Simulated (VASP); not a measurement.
Input for VASP

File KPOINTS:
```
Regular mesh
0
gamma
  10 10 10
0 0 0
```

POSCAR:
```
Li3Cd
3.968030
 -0.5188622428   0.5188622428   1.0000000465
  0.5188622428  -0.5188622428   1.0000000465
  0.5188622428   0.5188622428  -1.0000000465
Li Cd
3 1
Cartesian
  0.0000000000   0.5188622428   0.5000000232
  0.5188622428   0.0000000000   0.5000000232
  0.5188622428   0.5188622428   0.0000000000
  0.5188622428   0.5188622428   1.0000000465
```

INCAR:
```
SYSTEM=Li3Cd
PREC=Accurate; ENCUT=600; LREAL=.FALSE.
LASPH=.TRUE.
EDIFF=1E-7; NELM=100; ALGO=Normal
LMAXMIX=4
ISMEAR=1; SIGMA=0.1
GGA=PS
ISIF=2
LWAVE=.FALSE.; LCHARG=.FALSE.
```

POTCAR, in this order: Li_sv Cd (PBE.64 set). Program: vasp_std.

### Question
Translate this PBEsol calculation to Quantum ESPRESSO's pw.x.

### Answer
One equivalent input (not run):
```
&CONTROL
  calculation = 'scf'
  pseudo_dir = './pseudo'
  outdir = './out'
  tprnfor = .true.
  tstress = .true.
/
&SYSTEM
  ibrav = 0
  nat = 4
  ntyp = 2
  ecutwfc = 102
  occupations = 'smearing'
  smearing = 'methfessel-paxton'
  degauss = 0.00735
  input_dft = 'pbesol'
/
&ELECTRONS
  conv_thr = 7.3e-09
  electron_maxstep = 100
/
ATOMIC_SPECIES
  Li 6.940 Li.upf
  Cd 112.414 Cd.upf
CELL_PARAMETERS angstrom
    -2.0588609    2.0588609    3.9680302
     2.0588609   -2.0588609    3.9680302
     2.0588609    2.0588609   -3.9680302
ATOMIC_POSITIONS crystal
  Li   0.7500000  0.2500000  0.5000000
  Li   0.2500000  0.7500000  0.5000000
  Li   0.5000000  0.5000000  1.0000000
  Cd   1.0000000  1.0000000  1.0000000
K_POINTS automatic
  10 10 10 0 0 0
```
Limits of the translation: the potentials are each code's own (VASP's PAW set, PseudoDojo norm-conserving files in pw.x), so ENCUT and ecutwfc are chosen apart and not converted; conv_thr bounds pw.x's estimated SCF error, while EDIFF bounds the energy change between steps.

The structure comes from a computed database's Li3Cd entry (I4/mmm); how it stands against other phases isn't given here. This cell was strained or had an atom moved on purpose.
